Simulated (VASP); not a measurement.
Data:

```
CELL_PARAMETERS angstrom
      0.00000     2.92933     2.92933
      2.92933     0.00000     2.92933
      2.92933     2.92933     0.00000
ATOMIC_POSITIONS crystal
  Cd 0.00000 0.00000 0.00000
  S  0.25000 0.25000 0.25000
```

Calculation: vdW-DF-cx, VASP's PBE PAW potentials (set 64) (plane waves; VASP 6.6.1). Numerical set-up: 520 eV cut-off, Gaussian smearing of 0.050 eV, potentials Cd S.

Problem. Give the energies of bands 6 to 11 at the high-symmetry points, in eV from the valence-band maximum.

Solution. 
```csv
band,Γ,X,U,L,W
6,-7.23,-6.80,-6.67,-6.86,-6.62
7,0.00,-3.93,-3.91,-4.37,-3.87
8,0.00,-1.85,-2.51,-0.74,-2.24
9,0.00,-1.85,-1.51,-0.74,-2.17
10,1.02,3.47,4.15,2.90,5.32
11,6.48,4.26,5.36,6.94,5.36
```

The gap is direct, 1.02 eV, from the valence maximum at Γ to the conduction minimum at Γ.

Measured: gap 2.48 eV at 4 K (computed value off by -1.46 eV), as given by arXiv:1206.3780.

The compound is CdS in the zinc blende structure, a metastable form; wurtzite is the usual one. It was relaxed first.
